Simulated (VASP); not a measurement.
These are LDA (Ceperley-Alder, Perdew-Zunger), VASP's LDA PAW potentials (set 64) (plane waves; VASP) values and carry that method's errors.

A VASP calculation is set up with these files.

**KPOINTS**
```
Automatic mesh
0
Gamma
11 11 11
0 0 0
```

File POSCAR:
```
SnTe
1.0
  0.0000000000   2.9731928892   2.9731928892
  2.9731928892   0.0000000000   2.9731928892
  2.9731928892   2.9731928892   0.0000000000
Sn Te
1 1
Direct
  0.0000000000   0.0000000000   0.0000000000
  0.5000000000   0.5000000000   0.5000000000
```

**INCAR**
```
SYSTEM=SnTe
PREC=Accurate; ENCUT=500; LREAL=F
LASPH=T
EDIFF=1E-6; NELM=100; ALGO=Normal
LMAXMIX=4
ISMEAR=1; SIGMA=0.1
IBRION=2; NSW=40; ISIF=3
EDIFFG=-0.02; PSTRESS=100
LWAVE=F; LCHARG=F
```

POTCAR, in this order: Sn_d Te (LDA.64 set). Program: vasp_std.

Q: What will the output report for the number of irreducible k-points (NKPTS), largest plane-wave count, number of space-group operations, FFT grid (NGX, NGY, NGZ)?

A: 
```yaml
number of irreducible k-points (NKPTS): 56
largest_plane_wave_count: 1363
number_of_space_group_operations: 48
FFT grid (NGX, NGY, NGZ): 32 × 32 × 32
```

The compound is SnTe in the rock salt structure, which distorts at low temperature. It was relaxed first under an external pressure of 10 GPa.
